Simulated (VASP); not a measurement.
Consider the following.

```
Rh5Si3
1.0
    5.34442     0.00000     0.00000
    0.00000    10.22219     0.00000
    0.00000     0.00000     3.86796
Si Rh
6 10
Cartesian
  0.50641   6.69761   1.93398
  4.83800   3.52458   1.93398
  3.17862   8.63568   1.93398
  2.16579   1.58651   1.93398
  2.67221   5.11110   0.00000
  5.34442   0.00000   0.00000
  1.78211   4.01486   1.93398
  3.56231   6.20734   1.93398
  4.45432   1.09624   1.93398
  0.89010   9.12595   1.93398
  1.81859   7.28474   0.00000
  3.52582   2.93745   0.00000
  4.49080   8.04855   0.00000
  0.85362   2.17364   0.00000
  2.67221   0.00000   0.00000
  0.00000   5.11110   0.00000
```

Method: r2SCAN meta-GGA, VASP's PBE PAW potentials (set 64) (plane waves; VASP). Run with LREAL = Auto, 400 eV cut-off, 7×4×9 Γ-centred mesh, tetrahedra with Blöchl corrections, potentials Si Rh_pv.

The cores are frozen, which limits the accuracy of field gradients.

Task: Give the principal components of the electric field gradient (V/Å²) and the asymmetry η at each nucleus.

Result: 
```csv
atom,Vxx,Vyy,Vzz,η
Si1,-23.0,-20.8,43.8,0.05
Si2,-23.0,-20.8,43.8,0.05
Si3,-23.0,-20.8,43.8,0.05
Si4,-23.0,-20.8,43.8,0.05
Si5,-25.4,-9.5,34.9,0.46
Si6,-25.4,-9.5,34.9,0.46
Rh7,-55.6,-4.2,59.8,0.86
Rh8,-55.6,-4.2,59.8,0.86
Rh9,-55.6,-4.2,59.8,0.86
Rh10,-55.6,-4.2,59.8,0.86
Rh11,28.3,18.5,-46.8,0.21
Rh12,28.3,18.5,-46.8,0.21
Rh13,28.3,18.5,-46.8,0.21
Rh14,28.3,18.5,-46.8,0.21
Rh15,13.9,13.6,-27.5,0.01
Rh16,13.9,13.6,-27.5,0.01
```

The structure comes from a computed database's Si3Rh5 entry (Pbam); how it stands against other phases isn't given here. It was relaxed first.
